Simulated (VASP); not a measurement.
Method: r2SCAN meta-GGA, VASP's PBE PAW potentials (set 64) (plane waves; VASP 6.6.1).

VASP ran on this input.

**KPOINTS**
```
K-points
0
gamma
 13 13 7
```

### POSCAR
```
Zr
1
    1.5913441777    -2.7562889093     0.0000000000
    1.5913441777     2.7562889093    -0.0000000000
    0.0000000000    -0.0000000000     5.1017101179
Zr
2
Direct
  0.3333330000   0.6666670000   0.2500000000
  0.6666670000   0.3333330000   0.7500000000
```

**INCAR**
```
# general
SYSTEM =Zr
PREC   =Accurate
ENCUT  =500
LREAL  =.FALSE.
LASPH  =.TRUE.

# electronic loop
EDIFF  =1E-6
NELM   =100
ALGO   =Normal
LMAXMIX=4
LMIXTAU=.TRUE.

# smearing
ISMEAR =1
SIGMA  =0.1

# functional
METAGGA=R2SCAN

# ions
IBRION =2
NSW    =40
ISIF   =3
EDIFFG =-0.02
PSTRESS=50

# output
LWAVE  =.FALSE.
LCHARG =.FALSE.
```

POTCAR, in this order: Zr_sv (PBE.64 set). Program: vasp_std.

Output of the run:

OUTCAR:
```
 ion  position               nearest neighbor table
   1  0.333  0.667  0.250-   2 3.14   2 3.14   2 3.14   2 3.14   2 3.14   2 3.14
   2  0.667  0.333  0.750-   1 3.14   1 3.14   1 3.14   1 3.14   1 3.14   1 3.14
  LATTYP: Found a hexagonal cell.
 ALAT       =     3.1826883045
 C/A-ratio  =     1.6029562527
 Subroutine PRICEL returns:
 Original cell was already a primitive cell.
 Subroutine GETGRP returns: Found 24 space group operations
The static configuration has the point symmetry D_3d.
 The point group associated with its full space group is D_6h.
The dynamic configuration has the point symmetry D_3d.
 Subroutine INISYM returns: Found 24 space group operations
 Subroutine IBZKPT returns following result:
 Found     84 irreducible k-points:

 Following reciprocal coordinates:
            Coordinates               Weight
  0.000000  0.000000  0.000000      1.000000
  0.076923 -0.000000  0.000000      6.000000
  0.153846  0.000000  0.000000      6.000000
  0.230769 -0.000000  0.000000      6.000000
  0.307692  0.000000  0.000000      6.000000
  0.384615 -0.000000  0.000000      6.000000
  0.461538 -0.000000  0.000000      6.000000
...
```

OSZICAR:
```
       N       E                     dE             d eps       ncg     rms          rms(c)
DAV:   1     0.182153659153E+03    0.18215E+03   -0.13778E+04  2688   0.149E+03
DAV:   2    -0.415251944672E+02   -0.22368E+03   -0.22175E+03  3392   0.424E+02
DAV:   3    -0.584689468606E+02   -0.16944E+02   -0.16775E+02  5072   0.827E+01
DAV:   4    -0.589002166748E+02   -0.43127E+00   -0.43114E+00  2944   0.149E+01
DAV:   5    -0.589187778625E+02   -0.18561E-01   -0.18561E-01  4176   0.189E+00    0.192E+01
DAV:   6    -0.472332327510E+02    0.11686E+02   -0.10418E+01  3360   0.234E+01    0.510E+00
DAV:   7    -0.438716967096E+02    0.33615E+01   -0.16908E+00  2936   0.124E+01    0.123E+00
DAV:   8    -0.455235612987E+02   -0.16519E+01   -0.79237E-01  2784   0.103E+01    0.793E-01
DAV:   9    -0.449182189618E+02    0.60534E+00   -0.11069E+00  2688   0.103E+01    0.785E-01
DAV:  10    -0.449526538580E+02   -0.34435E-01   -0.22597E-01  2888   0.397E+00    0.836E-01
DAV:  11    -0.454647544083E+02   -0.51210E+00   -0.31887E-01  2928   0.445E+00    0.401E-01
DAV:  12    -0.454553519766E+02    0.94024E-02   -0.12141E-02  3984   0.103E+00    0.290E-01
DAV:  13    -0.454674571624E+02   -0.12105E-01   -0.26853E-03  3016   0.587E-01    0.120E-01
DAV:  14    -0.454652263012E+02    0.22309E-02   -0.59998E-03  2848   0.655E-01    0.720E-02
DAV:  15    -0.454648231264E+02    0.40317E-03   -0.33545E-04  3960   0.154E-01    0.722E-02
DAV:  16    -0.454656334701E+02   -0.81034E-03   -0.10359E-03  2824   0.279E-01    0.332E-02
DAV:  17    -0.454657937579E+02   -0.16029E-03   -0.16306E-04  4136   0.783E-02    0.320E-02
DAV:  18    -0.454657290668E+02    0.64691E-04   -0.23670E-05  2952   0.388E-02    0.200E-02
DAV:  19    -0.454656726141E+02    0.56453E-04   -0.30205E-05  2920   0.586E-02    0.789E-03
DAV:  20    -0.454656912172E+02   -0.18603E-04   -0.40800E-06  2680   0.202E-02    0.580E-03
DAV:  21    -0.454656603674E+02    0.30850E-04   -0.12432E-05  2944   0.361E-02    0.349E-03
DAV:  22    -0.454656796337E+02   -0.19266E-04   -0.24454E-06  2168   0.183E-02    0.113E-03
DAV:  23    -0.454656788524E+02    0.78132E-06   -0.95270E-08  1576   0.416E-03
   1 F= -.44069008E+02 E0= -.44068917E+02  d E =-.440690E+02
```

**OUTCAR**
```
------------------------ aborting loop because EDIFF is reached ----------------------------------------
  FORCE on cell =-STRESS in cart. coord.  units (eV):
  Direction    XX          YY          ZZ          XY          YZ          ZX
  --------------------------------------------------------------------------------------
  Total        1.4111339      1.4111338      1.4148398      0.0000000      0.0000000     -0.0000000
  in kB       50.5177709     50.5177687     50.6504399      0.0000000      0.0000000     -0.0000000
  external PRESSURE =       0.5619932 kB  Pullay stress =      50.0000000 kB
  volume of cell :       44.75
      direct lattice vectors                 reciprocal lattice vectors
     1.591344178 -2.756288909  0.000000000     0.314199786 -0.181403335  0.000000000
     1.591344178  2.756288909  0.000000000     0.314199786  0.181403335  0.000000000
     0.000000000  0.000000000  5.101710118     0.000000000  0.000000000  0.196012705
 POSITION                                       TOTAL-FORCE (eV/Angst)
 -----------------------------------------------------------------------------------
      1.59134      0.91876      1.27543         0.000000      0.000000      0.000000
      1.59134     -0.91876      3.82628         0.000000     -0.000000      0.000000
 -----------------------------------------------------------------------------------
    total drift:                               -0.000000      0.001105     -0.000018
  FREE ENERGIE OF THE ION-ELECTRON SYSTEM (eV)
  ---------------------------------------------------
  free  energy   TOTEN  =       -45.4656788524 eV

  energy  without entropy=      -45.4654066520  energy(sigma->0) =      -45.46558812
  enthalpy is  TOTEN    =       -44.0690080546 eV   P V=        1.3966707978

 reached required accuracy - stopping structural energy minimisation
```
(Selected blocks of OUTCAR.)

The compound is Zr in the hcp structure. It was relaxed first under an external pressure of 5 GPa.
